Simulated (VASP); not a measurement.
Output of a VASP run:

OSZICAR:
```
       N       E                     dE             d eps       ncg     rms          rms(c)
DAV:   1     0.311129658490E+02    0.31113E+02   -0.45351E+03  1144   0.999E+02
DAV:   2    -0.113804928608E+02   -0.42493E+02   -0.39803E+02  1120   0.173E+02
DAV:   3    -0.123725234078E+02   -0.99203E+00   -0.98123E+00  1338   0.345E+01
DAV:   4    -0.123901706592E+02   -0.17647E-01   -0.17641E-01  1360   0.421E+00
DAV:   5    -0.123907054613E+02   -0.53480E-03   -0.53479E-03  1330   0.730E-01    0.115E+01
DAV:   6    -0.152750188375E+02   -0.28843E+01   -0.67166E+01  1294   0.120E+02    0.176E+01
DAV:   7    -0.109760780612E+02    0.42989E+01   -0.31667E+01  1238   0.786E+01    0.176E+00
DAV:   8    -0.109678229680E+02    0.82551E-02   -0.22276E-01  1168   0.404E+00    0.109E+00
DAV:   9    -0.109550930214E+02    0.12730E-01   -0.43095E-02  1352   0.301E+00    0.279E-01
DAV:  10    -0.109546721389E+02    0.42088E-03   -0.13651E-03  1418   0.491E-01    0.118E-01
DAV:  11    -0.109546627399E+02    0.93990E-05   -0.58979E-05  1672   0.863E-02    0.214E-02
DAV:  12    -0.109546591211E+02    0.36188E-05   -0.15363E-05  1298   0.553E-02    0.447E-03
DAV:  13    -0.109546588200E+02    0.30114E-06   -0.59499E-07   584   0.702E-03
   1 F= -.10954659E+02 E0= -.10953553E+02  d E =-.221215E-02
```

**OUTCAR**
```
------------------------ aborting loop because EDIFF is reached ----------------------------------------
  FORCE on cell =-STRESS in cart. coord.  units (eV):
  Direction    XX          YY          ZZ          XY          YZ          ZX
  --------------------------------------------------------------------------------------
  Total       -0.4128534     -0.4128534     -0.4128534      0.0000000     -0.0000000      0.0000000
  in kB      -26.6445131    -26.6445131    -26.6445131      0.0000000     -0.0000000      0.0000000
  external PRESSURE =     -26.6445131 kB  Pullay stress =       0.0000000 kB
  volume of cell :       24.83
      direct lattice vectors                 reciprocal lattice vectors
     2.917200000  0.000000000  0.000000000     0.342794460  0.000000000  0.000000000
     0.000000000  2.917200000  0.000000000     0.000000000  0.342794460  0.000000000
     0.000000000  0.000000000  2.917200000     0.000000000  0.000000000  0.342794460
 POSITION                                       TOTAL-FORCE (eV/Angst)
 -----------------------------------------------------------------------------------
      1.45860      1.45860      1.45860         0.000000      0.000000      0.000000
      0.00000      0.00000      0.00000         0.000000      0.000000      0.000000
 -----------------------------------------------------------------------------------
    total drift:                               -0.000000      0.000000     -0.000000
  FREE ENERGIE OF THE ION-ELECTRON SYSTEM (eV)
  ---------------------------------------------------
  free  energy   TOTEN  =       -10.9546588200 eV

  energy  without entropy=      -10.9524466693  energy(sigma->0) =      -10.95355274
```
(Selected blocks of OUTCAR.)

### POSCAR
```
CoAl
1
    2.9172000000     0.0000000000     0.0000000000
    0.0000000000     2.9172000000     0.0000000000
    0.0000000000     0.0000000000     2.9172000000
Al Co
1 1
Direct
  0.5000000000   0.5000000000   0.5000000000
  0.0000000000   0.0000000000   0.0000000000
```

**Question.** Write an INCAR and KPOINTS that could have produced this output.

**Answer.** Several could match; the one computed here: the input of the run itself, PBE GGA, plane waves, VASP's PBE PAW potentials (set 64).

### INCAR
```
# general
SYSTEM  = CoAl
PREC    = Accurate
ENCUT   = 400   # plane-wave cut-off (eV)
LREAL   = .FALSE.   # projection in real space or not
LASPH   = .TRUE.   # aspherical one-centre terms
NELECT  = 12.1

# electronic loop
EDIFF   = 1E-6   # SCF stop (eV)
NELM    = 100
ALGO    = Normal   # blocked Davidson
LMAXMIX = 4

# smearing
ISMEAR  = 0
SIGMA   = 0.05   # width (eV)

# functional
GGA     = PE

# ions
ISIF    = 2

# output
LWAVE   = .FALSE.
LCHARG  = .FALSE.
```

**KPOINTS**
```
K-points
0
Gamma
  11 11 11
```

POTCAR, in this order: Al Co (PBE.64 set). Program: vasp_std.

The cell is charged, with a uniform compensating background.

The compound is CoAl in the CsCl type structure. The cell was not relaxed at this level. The run is one of a series of settings (ISMEAR = 0, NELECT = 12.1, SIGMA = 0.05 against the base run), some of them coarse on purpose. The run is not spin-polarised, so no magnetic state was tried.
